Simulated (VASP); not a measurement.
Here is the system:

```xyz
1
Lattice="-1.4031 1.4031 1.4031 1.4031 -1.4031 1.4031 1.4031 1.4031 -1.4031" Properties=species:S:1:pos:R:3 pbc="T T T"
Fe     0.0000     0.0000     0.0000
```
Starting moments (μB, in the order of the record's atoms Fe): 2.1.

The numbers are results of PBE GGA with D4 dispersion, VASP's PBE PAW potentials (set 64) (plane waves; VASP), not measurements. Settings: 520 eV cut-off, Gaussian smearing of 0.050 eV, potentials Fe.

Problem. Give the spin-up energies of bands 1 to 6 at the high-symmetry points, in eV from the Fermi level.

Solution. 
```tsv
band	Γ	H	N	P
1	-8.61	-5.02	-5.08	-3.33
2	-2.36	-5.02	-3.49	-3.33
3	-2.36	0.16	-1.03	-3.33
4	-2.36	0.16	-0.90	-0.86
5	-1.10	0.16	0.44	-0.86
6	-1.10	10.13	0.50	8.83
```

Problem. Give the spin-down energies of bands 1 to 6 at the high-symmetry points, in eV from the Fermi level.

Solution. 
```tsv
band	Γ	H	N	P
1	-8.44	-3.23	-3.83	-1.98
2	-0.51	-3.23	-1.83	-1.98
3	-0.51	2.29	0.62	-1.98
4	-0.51	2.29	1.47	1.93
5	1.62	2.29	1.89	1.94
6	1.62	10.40	2.60	9.70
```

It has no gap at this level: it comes out as a metal or semimetal.

The compound is Fe in the bcc structure. It was relaxed first, which changed the volume by -7 %.
